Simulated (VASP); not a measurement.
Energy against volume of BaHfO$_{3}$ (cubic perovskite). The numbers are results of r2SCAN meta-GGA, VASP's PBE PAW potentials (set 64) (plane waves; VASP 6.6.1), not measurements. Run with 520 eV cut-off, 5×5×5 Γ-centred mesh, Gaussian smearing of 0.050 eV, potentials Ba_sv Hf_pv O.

```csv
V (Å³/atom),E (eV/atom)
14.078,-21.59356
14.513,-21.60156
14.948,-21.59529
15.384,-21.57685
```

### Question
Fit these four points and predict the energy of the run at 13.642 Å³/atom.

### Answer
A cubic in V^(−2/3), the third-order Birch-Murnaghan form, passes through the four points with V0 = 14.53 Å³/atom and B0 = 174 GPa, and gives -21.5687 eV/atom there. The run gave -21.5686 eV/atom, +0.0 meV/atom from the fit; all five points give B0 = 174 GPa.

The compound is BaHfO3 in the cubic perovskite structure. It was relaxed first.
